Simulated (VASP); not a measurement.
# BaRe: single point with PBE

Crystal: BaRe.

```
Ba Re
1.0
     1.97549    1.14055    5.78127
    -1.97549    1.14055    5.78127
     0.00000   -2.28110    5.78127
Ba Re
1 1
Direct
  0.00000 0.00000 0.00000
  0.50000 0.50000 0.50000
```

The cell was built by a generator and needn't be a form met in nature.

```yaml
Program: VASP 6.6.1
Task: single point
Functional: PBE
Potentials_or_basis: VASP PAW PBE potentials, release 64 (Ba_sv, Re)
Cutoff: 520 eV
k_mesh: 6 × 6 × 6
Occupations: gaussian, width 0.1 eV
Spin: no spin polarisation
```

- Pressure: -9.9 GPa
- Band gap on the k mesh: none (metal or under the smearing width)

Stress tensor (GPa, compression positive):
```
 -8.82   0.00   0.00
  0.00  -8.82   0.00
  0.00   0.00 -12.16
```

Levels at points of the mesh, in eV from the Fermi level:
```csv
k point,band 6,band 7,band 8,band 9,band 10,band 11
"(0.00, 0.00, 0.00)",-1.32,-0.27,-0.27,0.07,0.07,1.40
"(0.50, 0.00, 0.00)",-0.41,-0.40,-0.35,0.12,0.18,0.84
"(0.50, 0.50, 0.00)",-1.31,-1.07,-0.15,0.84,1.30,1.38
"(0.50, 0.50, 0.50)",-1.36,-0.33,-0.16,-0.16,0.34,0.34
```

It took 2.6 min on 1 thread of Intel(R) Xeon(R) Platinum 8559C (Emerald Rapids) (shared host), peak memory 0.35 GiB.

Spin-orbit coupling is left out, which matters for the levels of Ba, Re.
